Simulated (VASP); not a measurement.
Data:

```yaml
crystal:
  lattice:
    - [0.00000, 1.96030, 1.96030]
    - [1.96030, 0.00000, 1.96030]
    - [1.96030, 1.96030, 0.00000]
  atoms:
    - { symbol: Al, position: [0.00000, 0.00000, 0.00000] }
```

The numbers are results of revTPSS meta-GGA, VASP's PBE PAW potentials (set 64) (plane waves; VASP), not measurements. Run with 520 eV cut-off, 16×16×16 Γ-centred mesh, first-order Methfessel-Paxton smearing of 0.10 eV, potentials Al.

Question: Give the stress tensor in GPa (positive for a compressed cell).

Answer: 
```
6.50  0.00  0.00
0.00  6.50  0.00
0.00  0.00  6.50
```
The pressure is its mean diagonal, 6.50 GPa.

The compound is Al in the fcc structure. This cell is one point of a volume scan, at 0.94 of the reference volume.
